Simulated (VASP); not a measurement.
# CaSi2Sb2 (P-3m1) in VASP: a series of runs

One crystal, CaSi2Sb2, is run at these levels: PBE; tasks: band structure.

Everything below comes from runs of VASP 6.6.1. Logs are shortened: lines on timing, memory, paths and dates and some standing lists are left out, and cuts for length are marked.

## (1) Starting point

It takes space group P-3m1 (No. 164, trigonal). Conventional cell: a = 4.997 Å, b = 4.997 Å, c = 5.862 Å, α = 90.00°, β = 90.00°, γ = 120.00°. Ca (site symmetry -3m) has 6 Si at 3.25 Å and 6 Sb at 3.31 Å as nearest neighbours. Si (site symmetry 3m) has 5 Sb at 2.73 to 3.13 Å as nearest neighbours. Sb (site symmetry 3m) is surrounded by 5 Si at 2.73 to 3.13 Å.

The cell was built by a generator and needn't be a form met in nature.

## (2) Band structure, PBE

The input, POSCAR:

```
CaSi2Sb2
1.0
    4.9973900000      0.0000000000      0.0000000000
   -2.4987000000      4.3278700000      0.0000000000
    0.0000000000      0.0000000000      5.8616900000
Ca Si Sb
1 2 2
Direct
    0.0000000000      0.0000000000      0.0000000000
    0.3333300000      0.6666700000      0.2564800000
    0.6666700000      0.3333300000      0.7435200000
    0.3333300000      0.6666700000      0.7224000000
    0.6666700000      0.3333300000      0.2776000000
```

The input, INCAR.step1:

```
ALGO = Normal
EDIFF = 1E-7
ENCUT = 600
GGA = PE
ISIF = 2
ISMEAR = -1
LASPH = True
LCHARG = True
LREAL = False
LWAVE = False
NBANDS = 22
NELM = 60
PREC = Accurate
SIGMA = 0.05
```

The input, KPOINTS.step1:

```
k-points
0
Gamma
  5 5 4
```

The input, INCAR.step2:

```
ALGO = Normal
EDIFF = 1E-7
ENCUT = 600
GGA = PE
ICHARG = 11
ISIF = 2
ISMEAR = 0
LASPH = True
LCHARG = False
LREAL = False
LWAVE = False
NBANDS = 22
NELM = 60
PREC = Accurate
SIGMA = 0.05
```

The input, KPOINTS.step2:

```
path GMKGALHA,LM,KH
20
line-mode
reciprocal
 0.0000000000  0.0000000000  0.0000000000  G
 0.5000000000  0.0000000000  0.0000000000  M

 0.5000000000  0.0000000000  0.0000000000  M
 0.3333333333  0.3333333333  0.0000000000  K

 0.3333333333  0.3333333333  0.0000000000  K
 0.0000000000  0.0000000000  0.0000000000  G

 0.0000000000  0.0000000000  0.0000000000  G
 0.0000000000  0.0000000000  0.5000000000  A

 0.0000000000  0.0000000000  0.5000000000  A
 0.5000000000  0.0000000000  0.5000000000  L

 0.5000000000  0.0000000000  0.5000000000  L
 0.3333333333  0.3333333333  0.5000000000  H

 0.3333333333  0.3333333333  0.5000000000  H
 0.0000000000  0.0000000000  0.5000000000  A

 0.5000000000  0.0000000000  0.5000000000  L
 0.5000000000  0.0000000000  0.0000000000  M

 0.3333333333  0.3333333333  0.0000000000  K
 0.3333333333  0.3333333333  0.5000000000  H
```

Potentials or basis: VASP PAW PBE potentials, release 54 (Ca_sv, Si, Sb).

Launch:

```
$ cat potpaw_PBE.54/Ca_sv/POTCAR potpaw_PBE.54/Si/POTCAR potpaw_PBE.54/Sb/POTCAR > POTCAR
$ cp INCAR.step1 INCAR
$ cp KPOINTS.step1 KPOINTS
$ mpirun -np 1 vasp_std > vasp.out
$ cp INCAR.step2 INCAR
$ cp KPOINTS.step2 KPOINTS
$ mpirun -np 1 vasp_std > vasp.out
```

OUTCAR:

```text
EDIFF = 1E-7
   ENCUT = 600
   GGA = PE
   ICHARG = 11
   ISIF = 2
   ISMEAR = 0
   LASPH = True
   LREAL = False
   NELM = 60
   PREC = Accurate

 ion  position               nearest neighbor table
   1  0.000  0.000  0.000-   4 3.31   5 3.31   5 3.31   4 3.31   5 3.31   4 3.31
   2  0.333  0.667  0.256-   4 2.73   5 2.89   5 2.89   5 2.89   4 3.13
   3  0.667  0.333  0.744-   5 2.73   4 2.89   4 2.89   4 2.89   5 3.13
   4  0.333  0.667  0.722-   2 2.73   3 2.89   3 2.89   3 2.89   2 3.13   1 3.31   1 3.31   1 3.31

   5  0.667  0.333  0.278-   3 2.73   2 2.89   2 2.89   2 2.89   3 3.13   1 3.31   1 3.31   1 3.31

  LATTYP: Found a hexagonal cell.
 ALAT       =     4.9973900000
 C/A-ratio  =     1.1729502800

  Lattice vectors:

 A1 = (   4.9973900000,   0.0000000000,   0.0000000000)
 A2 = (  -2.4987000000,   4.3278700000,   0.0000000000)
 A3 = (   0.0000000000,   0.0000000000,   5.8616900000)

Analysis of symmetry for initial positions (statically):
=====================================================================
 Subroutine PRICEL returns:
 Original cell was already a primitive cell.

 Routine SETGRP: Setting up the symmetry group for a
 hexagonal supercell.

 Subroutine GETGRP returns: Found  4 space group operations
 (whereof  4 operations were pure point group operations)
 out of a pool of 24 trial point group operations.

The static configuration has the point symmetry C_2h.

Analysis of symmetry for dynamics (positions and initial velocities):
=====================================================================
 Subroutine PRICEL returns:
 Original cell was already a primitive cell.

 Routine SETGRP: Setting up the symmetry group for a
 hexagonal supercell.

 Subroutine GETGRP returns: Found  4 space group operations
 (whereof  4 operations were pure point group operations)
 out of a pool of 24 trial point group operations.

The dynamic configuration has the point symmetry C_2h.

 Subroutine INISYM returns: Found  4 space group operations
 (whereof  4 operations are pure point group operations),
 and found     1 'primitive' translations

----------------------------------------------------------------------------------------

                                     Primitive cell

  volume of cell :     126.7769

  direct lattice vectors                    reciprocal lattice vectors
     4.997390000  0.000000000  0.000000000     0.200104455  0.115530504  0.000000000
    -2.498700000  4.327870000  0.000000000     0.000000000  0.231060545  0.000000000
     0.000000000  0.000000000  5.861690000     0.000000000  0.000000000  0.170599264

  length of vectors
     4.997390000  4.997395364  5.861690000     0.231060793  0.231060545  0.170599264

  position of ions in fractional coordinates (direct lattice)
     0.000000000  0.000000000  0.000000000
     0.333330000  0.666670000  0.256480000
     0.666670000  0.333330000  0.743520000
     0.333330000  0.666670000  0.722400000
     0.666670000  0.333330000  0.277600000

  ion indices of the primitive-cell ions
   primitive index   ion index
                 1           1
                 2           2
                 3           3
                 4           4
                 5           5

----------------------------------------------------------------------------------------

 KPOINTS: path GMKGALHA,LM,KH

Interpolating k-points between supplied coordinates.

 Line segments in fractional coordinates (reciprocal lattice):
    0.000000  0.000000  0.000000  ...  0.500000  0.000000  0.000000
    0.500000  0.000000  0.000000  ...  0.333333  0.333333  0.000000
    0.333333  0.333333  0.000000  ...  0.000000  0.000000  0.000000
    0.000000  0.000000  0.000000  ...  0.000000  0.000000  0.500000
    0.000000  0.000000  0.500000  ...  0.500000  0.000000  0.500000
    0.500000  0.000000  0.500000  ...  0.333333  0.333333  0.500000
    0.333333  0.333333  0.500000  ...  0.000000  0.000000  0.500000
    0.500000  0.000000  0.500000  ...  0.500000  0.000000  0.000000
    0.333333  0.333333  0.000000  ...  0.333333  0.333333  0.500000

 Generated    20 points on each line segment, for a total of    180 k-points:

 Following reciprocal coordinates:
            Coordinates               Weight
  0.000000  0.000000  0.000000      0.005556
  0.026316  0.000000  0.000000      0.005556
  0.052632  0.000000  0.000000      0.005556
  0.078947  0.000000  0.000000      0.005556
  0.105263  0.000000  0.000000      0.005556
  0.131579  0.000000  0.000000      0.005556
[... 16 lines left out ...]
  0.482456  0.035088  0.000000      0.005556
  0.473684  0.052632  0.000000      0.005556
 [... further k-points ...]
   k-points           NKPTS =    180   k-points in BZ     NKDIM =    180   number of bands    NBANDS=     22
   number of dos      NEDOS =    301   number of ions     NIONS =      5
   total plane-waves  NPLWV =  76800
   dimension x,y,z NGX =    40 NGY =   40 NGZ =   48
   dimension x,y,z NGXF=    80 NGYF=   80 NGZF=   96
   ions per type =               1   2   2
   NGX,Y,Z   is equivalent  to a cutoff of  13.31, 13.31, 13.61 a.u.
   NGXF,Y,Z  is equivalent  to a cutoff of  26.61, 26.61, 27.23 a.u.
 SYSTEM =  unknown system
   PREC   = accura    normal or accurate (medium, high low for compatibility)
   ISTART =      0    job   : 0-new  1-cont  2-samecut
   ICHARG =     11    charge: 1-file 2-atom 10-const
   ISPIN  =      1    spin polarized calculation?
   LNONCOLLINEAR =      F non collinear calculations
   LSORBIT =      F    spin-orbit coupling
   LASPH  =      T    aspherical Exc in radial PAW
   ENCUT  =  600.0 eV  44.10 Ry    6.64 a.u.   9.98  9.98 11.71*2*pi/ulx,y,z
   NELM   =     60;   NELMIN=  2; NELMDL=  0     # of ELM steps
   EDIFF  = 0.1E-06   stopping-criterion for ELM
   LREAL  =      F    real-space projection
   EDIFFG = 0.1E-05   stopping-criterion for IOM
   NSW    =      0    number of steps for IOM
   IBRION =     -1    ionic relax: 0-MD 1-quasi-New 2-CG
   NFREE  =      0    steps in history (QN), initial steepest desc. (CG)
   ISIF   =      2    stress and relaxation
   ISYM   =      2    0-nonsym 1-usesym 2-fastsym
   POTIM  = 0.5000    time-step for ionic-motion
   TEBEG  =    0.0;   TEEND  =   0.0 temperature during run
   PSTRESS=    0.0 pullay stress
   NELECT =      28.0000    total number of electrons
   NUPDOWN=      -1.0000    fix difference up-down
   EMIN   =  10.00;   EMAX   =-10.00  energy-range for DOS
   EFERMI =   0.00;   METHOD = LEGACY
   ISMEAR =     0;   SIGMA  =   0.05  broadening in eV -4-tet -1-fermi 0-gaus
   EFERMI_NEDOS =   21; number of points for ismear=-14 and -15
   IALGO  =     38    algorithm
   IMIX   =      4    mixing-type and parameters
     AMIX     =   0.40;   BMIX     =  1.00
     AMIX_MAG =   1.60;   BMIX_MAG =  1.00
  volume/ion in A,a.u.               =      25.36       171.11
  Fermi-wavevector in a.u.,A,eV,Ry     =   0.989572  1.870020 13.323543  0.979253
  Thomas-Fermi vector in A             =   2.121180
   LORBIT       =      0    0 simple, 1 ext, 2 COOP (PROOUT), +10 PAW based schemes
   GGA     = PE    functional components
   LHFCALC =     F    Hartree Fock is set to
   AEXX    =    0.0000 exact exchange contribution
   IVDW    =     0    specifies the selected vdW correction
   LEPSILON=     F    determine dielectric tensor
   LRPA    =     F    only Hartree local field effects (RPA)
 non-spin polarized calculation
 Gauss-broadening in eV      SIGMA  =   0.05
  energy-cutoff  :      600.00
  volume of cell :      126.78
 maximum number of plane-waves:      4266
 NGX is ok and might be reduce to    40

 number of electron      28.0000001 magnetization

 Free energy of the ion-electron system (eV)
  ---------------------------------------------------
  ext. energy  EPLUGINS =         0.00000000
  ---------------------------------------------------
  free energy    TOTEN  =       -20.55897536 eV

  energy without entropy =      -20.55597422  energy(sigma->0) =      -20.55747479

 E-fermi :   6.2074     XC(G=0):  -9.5112

 val. band max:        6.2013137473   @ k =   0.3596   0.2807   0.5000
 cond. band min:       6.2140427537   @ k =   0.2982   0.2982   0.5000
 fundamental gap:      0.0127290064
 Fermi energy:         6.2074071199

 k-point     1 :       0.0000    0.0000    0.0000
  band No.  band energies     occupation
      1     -35.0554      2.00000
      2     -16.1003      2.00000
      3     -16.0944      2.00000
      4     -16.0944      2.00000
      5      -5.6405      2.00000
      6      -2.7380      2.00000
[... 14 lines left out ...]
     21       8.7347      0.00000
     22      11.0083      0.00000

 k-point     2 :       0.0263    0.0000    0.0000
  band No.  band energies     occupation
      1     -35.0554      2.00000
      2     -16.1003      2.00000
      3     -16.0945      2.00000
      4     -16.0944      2.00000
      5      -5.6359      2.00000
      6      -2.7367      2.00000
[... 14 lines left out ...]
     21       8.7556      0.00000
     22      11.0116      0.00000

 k-point     3 :       0.0526    0.0000    0.0000
  band No.  band energies     occupation
      1     -35.0554      2.00000
      2     -16.1002      2.00000
      3     -16.0948      2.00000
      4     -16.0944      2.00000
      5      -5.6221      2.00000
      6      -2.7330      2.00000
[... 14 lines left out ...]
     21       8.8173      0.00000
     22      11.0214      0.00000
[... 476 lines left out ...]
 k-point    23 :       0.4825    0.0351    0.0000
  band No.  band energies     occupation
      1     -35.0550      2.00000
      2     -16.1116      2.00000
      3     -16.0980      2.00000
      4     -16.0967      2.00000
      5      -4.4915      2.00000
      6      -3.4827      2.00000
[... 14 lines left out ...]
     21      10.3085      0.00000
     22      11.0730      0.00000

 k-point    24 :       0.4737    0.0526    0.0000
  band No.  band energies     occupation
      1     -35.0549      2.00000
      2     -16.1115      2.00000
      3     -16.0982      2.00000
      4     -16.0967      2.00000
      5      -4.4839      2.00000
      6      -3.4885      2.00000
[... 14 lines left out ...]
     21      10.3201      0.00000
     22      11.0686      0.00000

 [... further k-points ...]

------------------------ aborting loop because EDIFF is reached ----------------------------------------

  FORCE on cell =-STRESS in cart. coord.  units (eV):
  Direction    XX          YY          ZZ          XY          YZ          ZX
  --------------------------------------------------------------------------------------
  -------------------------------------------------------------------------------------
  Total        2.8060820     -2.3087408      0.0339161     -4.4295553     -0.1223314      0.2118843
  in kB       35.4626053    -29.1773247      0.4286242    -55.9796799     -1.5459950      2.6777435
  external PRESSURE =       2.2379683 kB  Pullay stress =       0.0000000 kB

 VOLUME and BASIS-vectors are now :
 -----------------------------------------------------------------------------
  energy-cutoff  :      600.00
  volume of cell :      126.78
      direct lattice vectors                 reciprocal lattice vectors
     4.997390000  0.000000000  0.000000000     0.200104455  0.115530504  0.000000000
    -2.498700000  4.327870000  0.000000000     0.000000000  0.231060545  0.000000000
     0.000000000  0.000000000  5.861690000     0.000000000  0.000000000  0.170599264

 POSITION                                       TOTAL-FORCE (eV/Angst)
 -----------------------------------------------------------------------------------
      0.00000      0.00000      0.00000        -0.000000     -0.000000     -0.000000
     -0.00003      2.88526      1.50341         0.586117     -0.338395      0.349137
      2.49872      1.44261      4.35828        -0.586117      0.338395     -0.349137
     -0.00003      2.88526      4.23448         0.603573     -0.348473     -0.322063
      2.49872      1.44261      1.62721        -0.603573      0.348473      0.322063
 -----------------------------------------------------------------------------------
    total drift:                               -0.000000      0.000000     -0.000000

  FREE ENERGIE OF THE ION-ELECTRON SYSTEM (eV)
  ---------------------------------------------------
  free  energy   TOTEN  =       -20.5589753648 eV

  energy  without entropy=      -20.5559742223  energy(sigma->0) =      -20.55747479
```

Run time: 5.2 min. Hardware: 1 thread of Intel Xeon 6975P-C (Granite Rapids), shared host; peak memory 0.72 GiB.

Results:

```yaml
Band_gap_along_the_path: none (metal or under the smearing width)
```

Levels at the corners of the path, in eV from the Fermi level:
```csv
point,band 10,band 11,band 12,band 13,band 14,band 15,band 16,band 17,band 18,band 19
Γ,-3.96,-2.97,-1.52,-1.40,-1.40,-0.34,-0.34,0.58,0.58,1.92
M,-4.46,-3.62,-3.07,-2.46,0.05,1.41,2.01,2.11,3.05,3.37
M,-4.46,-3.62,-3.07,-2.46,0.05,1.41,2.01,2.11,3.05,3.37
K,-4.00,-4.00,-2.76,-0.53,-0.53,1.14,1.71,1.71,2.31,3.74
K,-4.00,-4.00,-2.76,-0.53,-0.53,1.14,1.71,1.71,2.31,3.74
Γ,-3.96,-2.97,-1.52,-1.40,-1.40,-0.34,-0.34,0.58,0.58,1.92
Γ,-3.96,-2.97,-1.52,-1.40,-1.40,-0.34,-0.34,0.58,0.58,1.92
A,-3.04,-2.99,-2.99,-1.84,-1.13,-0.43,-0.43,0.72,0.72,2.41
A,-3.04,-2.99,-2.99,-1.84,-1.13,-0.43,-0.43,0.72,0.72,2.41
L,-3.33,-2.26,-2.01,-1.23,0.19,0.42,1.05,1.73,2.83,3.18
L,-3.33,-2.26,-2.01,-1.23,0.19,0.42,1.05,1.73,2.83,3.18
H,-4.35,-1.04,-1.04,-0.01,-0.01,0.77,0.77,1.33,1.33,2.59
H,-4.35,-1.04,-1.04,-0.01,-0.01,0.77,0.77,1.33,1.33,2.59
A,-3.04,-2.99,-2.99,-1.84,-1.13,-0.43,-0.43,0.72,0.72,2.41
L,-3.33,-2.26,-2.01,-1.23,0.19,0.42,1.05,1.73,2.83,3.18
M,-4.46,-3.62,-3.07,-2.46,0.05,1.41,2.01,2.11,3.05,3.37
K,-4.00,-4.00,-2.76,-0.53,-0.53,1.14,1.71,1.71,2.31,3.74
H,-4.35,-1.04,-1.04,-0.01,-0.01,0.77,0.77,1.33,1.33,2.59
```

Caveat: the log is that of the step along the path at fixed density, whose energy, stress, charges and moments have no meaning; spin-orbit coupling is left out, which moves the levels of the heavy elements.

(Continued in part 2 of 2.)
